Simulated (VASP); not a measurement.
```yaml
crystal:
  lattice:
    - [3.89491, 0.00000, 0.00000]
    - [0.00000, 3.81889, 0.00000]
    - [0.00000, 0.00000, 4.72915]
  atoms:
    - { symbol: Sn, position: [0.50000, 0.00000, 0.76200] }
    - { symbol: Sn, position: [0.00000, 0.50000, 0.23800] }
    - { symbol: O, position: [0.50000, 0.50000, 0.00000] }
    - { symbol: O, position: [0.00761, 0.00000, 0.00000] }
```

Method: PBE GGA, VASP's PBE PAW potentials (set 64) (plane waves; VASP). Settings: 375 eV cut-off, 5×5×4 Γ-centred mesh, Gaussian smearing of 0.050 eV, potentials Sn_d O.

At this cut-off the stress carries a Pulay error, which pulls relaxed volumes low.

Problem. Give the force on each atom (eV/Å).

Solution. 
| atom | Fx | Fy | Fz |
|---|---|---|---|
| Sn1 | 0.068 | 0.000 | -0.531 |
| Sn2 | 0.025 | 0.000 | 0.523 |
| O3 | 0.123 | 0.000 | 0.143 |
| O4 | -0.216 | 0.000 | -0.135 |

Problem. Give the stress tensor in GPa (positive for a compressed cell).

Solution. 
```
-2.86   0.00  -0.21
 0.00  -1.43   0.00
-0.21   0.00  -0.76
```
The pressure is its mean diagonal, -1.68 GPa.

The compound is SnO in the litharge structure. The cell was not relaxed at this level. The run is one of a series of settings (ENCUT = 375 against the base run), some of them coarse on purpose.
